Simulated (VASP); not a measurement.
# CaCrP2O6 (R-3) in VASP: single point with PBEsol+U

Aim: the single point of CaCrP2O6 with PBEsol+U.

Everything below comes from runs of VASP 6.6.1. Logs are shortened: lines on timing, memory, paths and dates and some standing lists are left out, and cuts for length are marked.

## 1. Starting point

Symmetry: R-3, No. 148, trigonal system. The conventional cell has a = 5.018 Å, b = 5.018 Å, c = 16.884 Å, α = 90.00°, β = 90.00°, γ = 120.00°. Ca (site symmetry -3) has 6 O at 2.50 Å as nearest neighbours. Cr (site symmetry -3) has 6 O at 2.19 Å as nearest neighbours. P (site symmetry 3) has 3 O at 1.33 Å as nearest neighbours. O (site symmetry 1) has 1 P at 1.33 Å as nearest neighbours.

The cell was built by a generator and needn't be a form met in nature.

## 2. Single point, PBEsol+U

Input file INCAR:

```
ALGO = Normal
EDIFF = 1E-7
ENCUT = 520
GGA = PS
ISIF = 2
ISMEAR = -1
LASPH = T
LCHARG = F
LDAU = T
LDAUJ = 0 0 0 0
LDAUL = -1 2 -1 -1
LDAUPRINT = 1
LDAUTYPE = 2
LDAUU = 0 4.77 0 0
LMAXMIX = 4
LREAL = F
LWAVE = F
NBANDS = 45
NELM = 150
PREC = Accurate
SIGMA = 0.1
```

Input file KPOINTS:

```
k-points
0
Gamma
  4 4 4
```

Input file POSCAR:

```
CaCrP2O6
1.0
    2.5089830000      4.3456779800      0.0000000000
   -2.5089830000      4.3456779800      0.0000000000
    0.0000000000     -2.8971189800      5.6278881800
Ca Cr P O
1 1 2 6
Direct
    0.0000000000      0.0000000000      0.0000000000
    0.5000000000      0.5000000000      0.5000000000
    0.2432700000      0.2432700000      0.7298100000
    0.7567300000      0.7567300000      0.2701900000
    0.4889000000      0.9623000000      0.7329000000
    0.2817000000      0.4889000000      0.7329000000
    0.9623000000      0.2817000000      0.7329000000
    0.5111000000      0.0377000000      0.2671000000
    0.7183000000      0.5111000000      0.2671000000
    0.0377000000      0.7183000000      0.2671000000
```

Potentials or basis: VASP PAW PBE potentials, release 64 (Ca_sv, Cr_pv, P, O).

Run with:

```console
> cat potpaw_PBE.64/Ca_sv/POTCAR potpaw_PBE.64/Cr_pv/POTCAR potpaw_PBE.64/P/POTCAR potpaw_PBE.64/O/POTCAR > POTCAR
> mpirun -np 1 vasp_std > vasp.out
```

OUTCAR:

```text
EDIFF = 1E-7
   ENCUT = 520
   GGA = PS
   ISIF = 2
   ISMEAR = -1
   LASPH = T
   LREAL = F
   NELM = 150
   PREC = Accurate

 ion  position               nearest neighbor table
   1  0.000  0.000  0.000-   7 2.50  10 2.50   8 2.50   5 2.50   6 2.50   9 2.50
   2  0.500  0.500  0.500-   6 2.19   9 2.19   8 2.19   5 2.19   7 2.19  10 2.19
   3  0.243  0.243  0.730-   6 1.33   7 1.33   5 1.33
   4  0.757  0.757  0.270-   9 1.33  10 1.33   8 1.33
   5  0.489  0.962  0.733-   3 1.33   2 2.19   1 2.50
   6  0.282  0.489  0.733-   3 1.33   2 2.19   1 2.50
   7  0.962  0.282  0.733-   3 1.33   2 2.19   1 2.50
   8  0.511  0.038  0.267-   4 1.33   2 2.19   1 2.50
   9  0.718  0.511  0.267-   4 1.33   2 2.19   1 2.50
  10  0.038  0.718  0.267-   4 1.33   2 2.19   1 2.50

  LATTYP: Found a trigonal (rhomboedric) cell.
 ALAT       =     6.3298060189
 COS(alpha) =     0.6857721810

  Lattice vectors:

 A1 = (   2.5089830000,   1.4485590000,   5.6278881800)
 A2 = (  -2.5089830000,   1.4485590000,   5.6278881800)
 A3 = (   0.0000000000,  -2.8971189800,   5.6278881800)

Analysis of symmetry for initial positions (statically):
=====================================================================
 Subroutine PRICEL returns:
 Original cell was already a primitive cell.

 Routine SETGRP: Setting up the symmetry group for a
 trigonal (rhombohedral) supercell.

 Subroutine GETGRP returns: Found  6 space group operations
 (whereof  6 operations were pure point group operations)
 out of a pool of 12 trial point group operations.

The static configuration has the point symmetry S_6 .

Analysis of symmetry for dynamics (positions and initial velocities):
=====================================================================
 Subroutine PRICEL returns:
 Original cell was already a primitive cell.

 Routine SETGRP: Setting up the symmetry group for a
 trigonal (rhombohedral) supercell.

 Subroutine GETGRP returns: Found  6 space group operations
 (whereof  6 operations were pure point group operations)
 out of a pool of 12 trial point group operations.

The dynamic configuration has the point symmetry S_6 .

 Subroutine INISYM returns: Found  6 space group operations
 (whereof  6 operations are pure point group operations),
 and found     1 'primitive' translations

----------------------------------------------------------------------------------------

                                     Primitive cell

  volume of cell :     122.7243

  direct lattice vectors                    reciprocal lattice vectors
     2.508983000  4.345677980  0.000000000     0.199283933  0.115056846  0.059228855
    -2.508983000  4.345677980  0.000000000    -0.199283933  0.115056846  0.059228855
     0.000000000 -2.897118980  5.627888180     0.000000000  0.000000000  0.177686544

  length of vectors
     5.017959027  5.017959027  6.329804401     0.237613596  0.237613596  0.177686544

  position of ions in fractional coordinates (direct lattice)
     0.000000000  0.000000000  0.000000000
     0.500000000  0.500000000  0.500000000
     0.243270000  0.243270000  0.729810000
     0.756730000  0.756730000  0.270190000
     0.488900000  0.962300000  0.732900000
     0.281700000  0.488900000  0.732900000
     0.962300000  0.281700000  0.732900000
     0.511100000  0.037700000  0.267100000
     0.718300000  0.511100000  0.267100000
     0.037700000  0.718300000  0.267100000

  ion indices of the primitive-cell ions
   primitive index   ion index
                 1           1
                 2           2
                 3           3
                 4           4
                 5           5
                 6           6
                 7           7
                 8           8
                 9           9
                10          10

----------------------------------------------------------------------------------------

 KPOINTS: k-points

Automatic generation of k-mesh.
 Grid dimensions read from file:
 generate k-points for:    4    4    4

 Generating k-lattice:

  Cartesian coordinates                     Fractional coordinates (reciprocal lattice)
     0.049820983  0.028764211  0.014807214     0.250000000  0.000000000  0.000000000
    -0.049820983  0.028764211  0.014807214     0.000000000  0.250000000  0.000000000
     0.000000000  0.000000000  0.044421636     0.000000000  0.000000000  0.250000000

  Length of vectors
     0.059403399  0.059403399  0.044421636

  Shift w.r.t. Gamma in fractional coordinates (k-lattice)
     0.000000000  0.000000000  0.000000000

 Subroutine IBZKPT returns following result:
 ===========================================

 Found     14 irreducible k-points:

 Following reciprocal coordinates:
            Coordinates               Weight
  0.000000  0.000000  0.000000      1.000000
  0.250000  0.000000  0.000000      6.000000
  0.500000  0.000000  0.000000      3.000000
  0.250000  0.250000  0.000000      6.000000
  0.500000  0.250000  0.000000      6.000000
 -0.250000  0.250000 -0.250000      6.000000
 -0.250000  0.250000  0.000000      6.000000
  0.500000  0.500000  0.000000      3.000000
  0.000000  0.000000  0.250000      2.000000
  0.250000  0.000000  0.250000      6.000000
  0.500000  0.000000  0.250000      6.000000
  0.250000  0.250000  0.250000      6.000000
  0.500000  0.250000  0.250000      6.000000
  0.000000  0.000000  0.500000      1.000000
   k-points           NKPTS =     14   k-points in BZ     NKDIM =     14   number of bands    NBANDS=     45
   number of dos      NEDOS =    301   number of ions     NIONS =     10
   total plane-waves  NPLWV =  76800
   dimension x,y,z NGX =    40 NGY =   40 NGZ =   48
   dimension x,y,z NGXF=    80 NGYF=   80 NGZF=   96
   ions per type =               1   1   2   6
   NGX,Y,Z   is equivalent  to a cutoff of  13.25, 13.25, 12.61 a.u.
   NGXF,Y,Z  is equivalent  to a cutoff of  26.50, 26.50, 25.21 a.u.
 SYSTEM =  unknown system
   PREC   = accura    normal or accurate (medium, high low for compatibility)
   ISTART =      0    job   : 0-new  1-cont  2-samecut
   ICHARG =      2    charge: 1-file 2-atom 10-const
   ISPIN  =      1    spin polarized calculation?
   LNONCOLLINEAR =      F non collinear calculations
   LSORBIT =      F    spin-orbit coupling
   LASPH  =      T    aspherical Exc in radial PAW
   ENCUT  =  520.0 eV  38.22 Ry    6.18 a.u.   9.33  9.33 11.77*2*pi/ulx,y,z
   NELM   =    150;   NELMIN=  2; NELMDL= -5     # of ELM steps
   EDIFF  = 0.1E-06   stopping-criterion for ELM
   LREAL  =      F    real-space projection
   EDIFFG = 0.1E-05   stopping-criterion for IOM
   NSW    =      0    number of steps for IOM
   IBRION =     -1    ionic relax: 0-MD 1-quasi-New 2-CG
   NFREE  =      0    steps in history (QN), initial steepest desc. (CG)
   ISIF   =      2    stress and relaxation
   ISYM   =      2    0-nonsym 1-usesym 2-fastsym
   POTIM  = 0.5000    time-step for ionic-motion
   TEBEG  =    0.0;   TEEND  =   0.0 temperature during run
   PSTRESS=    0.0 pullay stress
   NELECT =      68.0000    total number of electrons
   NUPDOWN=      -1.0000    fix difference up-down
   EMIN   =  10.00;   EMAX   =-10.00  energy-range for DOS
   EFERMI =   0.00;   METHOD = LEGACY
   ISMEAR =    -1;   SIGMA  =   0.10  broadening in eV -4-tet -1-fermi 0-gaus
   EFERMI_NEDOS =   21; number of points for ismear=-14 and -15
   IALGO  =     38    algorithm
   IMIX   =      4    mixing-type and parameters
     AMIX     =   0.40;   BMIX     =  1.00
     AMIX_MAG =   1.60;   BMIX_MAG =  1.00
  volume/ion in A,a.u.               =      12.27        82.82
  Fermi-wavevector in a.u.,A,eV,Ry     =   1.344624  2.540971 24.599524  1.808014
  Thomas-Fermi vector in A             =   2.472603
   LORBIT       =      0    0 simple, 1 ext, 2 COOP (PROOUT), +10 PAW based schemes
 LDA+U is selected, type is set to LDAUTYPE =  2
   angular momentum for each species LDAUL =    -1    2   -1   -1
   U (eV)           for each species LDAUU =   0.0  4.8  0.0  0.0
   J (eV)           for each species LDAUJ =   0.0  0.0  0.0  0.0
   GGA     = PS    functional components
   LHFCALC =     F    Hartree Fock is set to
   AEXX    =    0.0000 exact exchange contribution
   IVDW    =     0    specifies the selected vdW correction
   LEPSILON=     F    determine dielectric tensor
   LRPA    =     F    only Hartree local field effects (RPA)
 non-spin polarized calculation
  energy-cutoff  :      520.00
  volume of cell :      122.72
 maximum number of plane-waves:      3332
 NGX is ok and might be reduce to    40
   NGX = 19   NGY = 19   NGZ = 23

atom =   2  type =  2  l = 2

 onsite density matrix

spin component  1

  0.5264  0.2189  0.0000 -0.1926  0.0000
  0.2189  0.2381  0.0000  0.0000 -0.1926
  0.0000  0.0000  0.6882  0.0000 -0.0000
 -0.1926  0.0000  0.0000  0.2381 -0.2189
  0.0000 -0.1926 -0.0000 -0.2189  0.5264

spin component  2

  0.5264  0.2189  0.0000 -0.1926  0.0000
  0.2189  0.2381  0.0000  0.0000 -0.1926
  0.0000  0.0000  0.6882  0.0000 -0.0000
 -0.1926  0.0000  0.0000  0.2381 -0.2189
  0.0000 -0.1926 -0.0000 -0.2189  0.5264

 occupancies and eigenvectors

  o =  0.0570  v = -0.4013  0.8494  0.0000 -0.0127  0.3426  0.0000  0.0000  0.0000  0.0000  0.0000      0.0000  0.0000  0.0000  0.0000  0.0000  0.0000  0.0000  0.0000  0.0000  0.0000
  o =  0.0570  v =  0.0000  0.0000  0.0000  0.0000  0.0000 -0.4013  0.8494  0.0000 -0.0127  0.3426      0.0000  0.0000  0.0000  0.0000  0.0000  0.0000  0.0000  0.0000  0.0000  0.0000
  o =  0.0570  v = -0.3426 -0.0127 -0.0000 -0.8494 -0.4013  0.0000  0.0000  0.0000  0.0000  0.0000      0.0000  0.0000  0.0000  0.0000  0.0000  0.0000  0.0000  0.0000  0.0000  0.0000
  o =  0.0570  v =  0.0000  0.0000  0.0000  0.0000  0.0000 -0.3426 -0.0127 -0.0000 -0.8494 -0.4013      0.0000  0.0000  0.0000  0.0000  0.0000  0.0000  0.0000  0.0000  0.0000  0.0000
  o =  0.6882  v = -0.0000  0.0000 -1.0000  0.0000 -0.0001  0.0000  0.0000  0.0000  0.0000  0.0000      0.0000  0.0000  0.0000  0.0000  0.0000  0.0000  0.0000  0.0000  0.0000  0.0000
  o =  0.6882  v =  0.0000  0.0000  0.0000  0.0000  0.0000 -0.0000  0.0000 -1.0000  0.0000 -0.0001      0.0000  0.0000  0.0000  0.0000  0.0000  0.0000  0.0000  0.0000  0.0000  0.0000
  o =  0.7075  v = -0.6174 -0.5273 -0.0000 -0.0187  0.5834  0.0000  0.0000  0.0000  0.0000  0.0000      0.0000  0.0000  0.0000  0.0000  0.0000  0.0000  0.0000  0.0000  0.0000  0.0000
  o =  0.7075  v =  0.0000  0.0000  0.0000  0.0000  0.0000 -0.6174 -0.5273 -0.0000 -0.0187  0.5834      0.0000  0.0000  0.0000  0.0000  0.0000  0.0000  0.0000  0.0000  0.0000  0.0000
  o =  0.7075  v = -0.5834 -0.0187  0.0000  0.5273 -0.6174  0.0000  0.0000  0.0000  0.0000  0.0000      0.0000  0.0000  0.0000  0.0000  0.0000  0.0000  0.0000  0.0000  0.0000  0.0000
  o =  0.7075  v =  0.0000  0.0000  0.0000  0.0000  0.0000 -0.5834 -0.0187  0.0000  0.5273 -0.6174      0.0000  0.0000  0.0000  0.0000  0.0000  0.0000  0.0000  0.0000  0.0000  0.0000

 number of electron      67.9999998 magnetization

 Free energy of the ion-electron system (eV)
  ---------------------------------------------------
  ext. energy  EPLUGINS =         0.00000000
  ---------------------------------------------------
  free energy    TOTEN  =       -58.83594044 eV

  energy without entropy =      -58.55468548  energy(sigma->0) =      -58.69531296

 E-fermi :   7.1734     XC(G=0): -10.4351

 val. band max:        7.0950605409   @ k =   0.2500   0.0000   0.0000
 cond. band min:       7.1832365404   @ k =  -0.2500   0.2500   0.0000
 fundamental gap:      0.0881759995
 Fermi energy:         7.1734376377

 k-point     1 :       0.0000    0.0000    0.0000
  band No.  band energies     occupation
      1     -35.9728      2.00000
      2     -34.7693      2.00000
      3     -34.5306      2.00000
      4     -34.5306      2.00000
      5     -19.7618      2.00000
      6     -19.5680      2.00000
[... 37 lines left out ...]
     44      11.0313      0.00000
     45      11.0313      0.00000
[... 583 lines left out ...]
      5     -19.7409      2.00000
      6     -19.5916      2.00000
[... 37 lines left out ...]
     44      10.9416      0.00000
     45      10.9417      0.00000

------------------------ aborting loop because EDIFF is reached ----------------------------------------

  FORCE on cell =-STRESS in cart. coord.  units (eV):
  Direction    XX          YY          ZZ          XY          YZ          ZX
  --------------------------------------------------------------------------------------
  -------------------------------------------------------------------------------------
  Total       60.2893973     60.2891739      0.4765369     -0.0000711     -0.0000000      0.0000000
  in kB      787.0835020    787.0805856      6.2212323     -0.0009277     -0.0000004      0.0000000
  external PRESSURE =     526.7951066 kB  Pullay stress =       0.0000000 kB

 VOLUME and BASIS-vectors are now :
 -----------------------------------------------------------------------------
  energy-cutoff  :      520.00
  volume of cell :      122.72
      direct lattice vectors                 reciprocal lattice vectors
     2.508983000  4.345677980  0.000000000     0.199283933  0.115056846  0.059228855
    -2.508983000  4.345677980  0.000000000    -0.199283933  0.115056846  0.059228855
     0.000000000 -2.897118980  5.627888180     0.000000000  0.000000000  0.177686544

 POSITION                                       TOTAL-FORCE (eV/Angst)
 -----------------------------------------------------------------------------------
      0.00000      0.00000      0.00000         0.000000      0.000000     -0.000000
      0.00000      2.89712      2.81394        -0.000000     -0.000000     -0.000000
      0.00000     -0.00000      4.10729         0.000000      0.000000     -0.620277
      0.00000      5.79424      1.52060         0.000000     -0.000000      0.620277
     -1.18775      4.18315      4.12468        14.698094     -1.417361      0.471460
     -0.51986      1.22548      4.12468        -6.121574     13.437579      0.471460
      1.70761      3.28272      4.12468        -8.576520    -12.020218      0.471460
      1.18775      1.61109      1.50321       -14.698094      1.417361     -0.471460
      0.51986      4.56876      1.50321         6.121574    -13.437579     -0.471460
     -1.70761      2.51151      1.50321         8.576520     12.020218     -0.471460
 -----------------------------------------------------------------------------------
    total drift:                               -0.000000      0.000000      0.000000

  FREE ENERGIE OF THE ION-ELECTRON SYSTEM (eV)
  ---------------------------------------------------
  free  energy   TOTEN  =       -58.8359404357 eV

  energy  without entropy=      -58.5546854780  energy(sigma->0) =      -58.69531296
```

Run time: 1.9 min. Hardware: 1 thread of AMD EPYC 9R14 (Zen 4), shared host; peak memory 0.27 GiB.

Results:

```yaml
Free_energy: -58.8359 eV
Pressure: 52.7 GPa
Largest_force: 14.774 eV/Å
Band_gap_on_the_k_mesh: none (metal or under the smearing width)
```

Forces on the atoms (eV/Å):
```
Ca    0.000   0.000   0.000
Cr    0.000   0.000   0.000
P     0.000   0.000  -0.620
P     0.000   0.000   0.620
O    14.698  -1.417   0.471
O    -6.122  13.438   0.471
O    -8.577 -12.020   0.471
O   -14.698   1.417  -0.471
O     6.122 -13.438  -0.471
O     8.577  12.020  -0.471
```

Stress tensor (GPa, compression positive):
```
78.71  0.00  0.00
 0.00 78.71  0.00
 0.00  0.00  0.62
```

Levels at points of the mesh, in eV from the Fermi level:
| k point | band 31 | band 32 | band 33 | band 34 | band 35 | band 36 | band 37 | band 38 |
| --- | --- | --- | --- | --- | --- | --- | --- | --- |
| (0.00, 0.00, 0.00) | -5.97 | -1.57 | -0.13 | -0.13 | -0.09 | 1.28 | 1.68 | 1.68 |
| (0.50, 0.00, 0.00) | -5.84 | -0.22 | -0.18 | -0.15 | 0.24 | 0.65 | 1.23 | 1.63 |
| (0.50, 0.50, 0.00) | -5.72 | -0.32 | -0.21 | -0.20 | 0.25 | 0.81 | 0.93 | 1.65 |
| (0.00, 0.00, 0.50) | -6.16 | -0.49 | -0.15 | -0.10 | -0.10 | 0.57 | 1.69 | 1.69 |

Eigenvalues of the final occupation matrices:
| site | spin | trace | eigenvalues |
| --- | --- | --- | --- |
| site 2 d | 1 | 2.22 | 0.06 0.06 0.69 0.71 0.71 |
| site 2 d | 2 | 2.22 | 0.06 0.06 0.69 0.71 0.71 |

Caveat: the k mesh is coarse (spacing up to 0.37 Å⁻¹), so the values aren't converged; a pressure of tens of GPa on the cell as given is suspect, and the run, the potentials or the cell itself is likely at fault; the PAW data sets were made with another functional, which shifts forces and pressure a little; the run has no spin polarisation, though such a crystal can be magnetic; U without spin polarisation on a metal has little footing. Spin polarisation is off, so any magnetic state and its effect on volume and gap are missing.
